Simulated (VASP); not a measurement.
Consider the following.

```
AlFe
1.0
    2.91000     0.00000     0.00000
    0.00000     2.91000     0.00000
    0.00000     0.00000     2.91000
Al Fe
1 1
Cartesian
  1.45500   1.45500   1.45500
  0.00000   0.00000   0.00000
```

Calculation: LDA (Ceperley-Alder, Perdew-Zunger), VASP's LDA PAW potentials (set 64) (plane waves; VASP 6.6.1). Numerical set-up: 400 eV cut-off, 11×11×11 Γ-centred mesh, first-order Methfessel-Paxton smearing of 0.10 eV, potentials Al Fe.

Energy and stress use the plane-wave basis of the starting cell.

**Question.** The ions, cell shape and volume are relaxed. Predict the relaxed structure.

**Answer.** 
```
AlFe
1.0
    2.81217     0.00000     0.00000
    0.00000     2.81217     0.00000
    0.00000     0.00000     2.81217
Al Fe
1 1
Direct
  0.50000   0.50000   0.50000
  0.00000   0.00000   0.00000
```
Space group Pm-3m (221), at a tolerance of 0.03 Å.

**Question.** How do energy and volume change from the first to the last step?

**Answer.** The energy (σ→0) changes by -70.6 meV/atom and the volume by -9.7 %, in 4 ionic steps.

The compound is FeAl in the CsCl type structure. This run relaxes it. Symmetry was kept, so distortions that lower it aren't found. The run is not spin-polarised, so no magnetic state was tried. The electron count is odd and the run is not spin-polarised, which forces a metal.
